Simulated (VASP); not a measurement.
A convergence study with VASP on CdSe (zinc blende): a few settings are varied, all else stays as given below, so the limit is that of these other settings. The cell's lengths are 1 % over those of the tabulated start and one atom is moved, so it is off equilibrium.

```
CELL_PARAMETERS angstrom
      0.00000     3.05525     3.05525
      3.05525     0.00000     3.05525
      3.05525     3.05525     0.00000
ATOMIC_POSITIONS crystal
  Cd 0.00000 0.00000 0.00000
  Se 0.24008 0.25992 0.25992
```

These are PBEsol GGA, VASP's PBE PAW potentials (set 64) (plane waves; VASP) values and carry that method's errors. The last row used: 550 eV cut-off, 6×6×6 Γ-centred mesh, Gaussian smearing of 0.050 eV, potentials Cd Se.

| setting | E (eV/atom) | pressure (GPa) | electronic steps |
|---|---|---|---|
| ALGO = Normal, EDIFF = 1E-2 | -3.0819 | -1.98 | 8 |
| ALGO = Normal, EDIFF = 1E-3 | -3.0819 | 0.02 | 9 |
| ALGO = Normal, EDIFF = 1E-4 | -3.0819 | -0.32 | 10 |
| ALGO = Normal, EDIFF = 1E-5 | -3.0819 | -0.31 | 12 |
| ALGO = Normal, EDIFF = 1E-6 | -3.0819 | -0.33 | 13 |
| ALGO = Normal, EDIFF = 1E-7 | -3.0819 | -0.33 | 14 |
| ALGO = Normal, EDIFF = 1E-8 | -3.0819 | -0.33 | 16 |
| ALGO = Normal, EDIFF = 1E-9 | -3.0819 | -0.33 | 17 |
| ALGO = Fast, EDIFF = 1E-2 | -3.0819 | -0.93 | 8 |
| ALGO = Fast, EDIFF = 1E-3 | -3.0819 | -0.45 | 9 |
| ALGO = Fast, EDIFF = 1E-4 | -3.0819 | -0.24 | 10 |
| ALGO = Fast, EDIFF = 1E-5 | -3.0819 | -0.33 | 12 |
| ALGO = Fast, EDIFF = 1E-6 | -3.0819 | -0.33 | 12 |
| ALGO = Fast, EDIFF = 1E-7 | -3.0819 | -0.33 | 14 |
| ALGO = Fast, EDIFF = 1E-8 | -3.0819 | -0.33 | 16 |
| ALGO = Fast, EDIFF = 1E-9 | -3.0819 | -0.33 | 18 |
| ALGO = All, EDIFF = 1E-2 | -3.0818 | -0.55 | 10 |
| ALGO = All, EDIFF = 1E-3 | -3.0819 | -0.27 | 11 |
| ALGO = All, EDIFF = 1E-4 | -3.0819 | -0.34 | 12 |
| ALGO = All, EDIFF = 1E-5 | -3.0819 | -0.33 | 13 |
| ALGO = All, EDIFF = 1E-6 | -3.0819 | -0.33 | 14 |
| ALGO = All, EDIFF = 1E-7 | -3.0819 | -0.33 | 16 |
| ALGO = All, EDIFF = 1E-8 | -3.0819 | -0.33 | 16 |
| ALGO = All, EDIFF = 1E-9 | -3.0819 | -0.33 | 18 |

Left out are rungs that failed or repeat a setting and relaxations that didn't move; long series are thinned to 24 rows.

The compound is CdSe in the zinc blende structure, whereas wurtzite is the usual form. The cell was not relaxed at this level, it is distorted from the ideal structure.
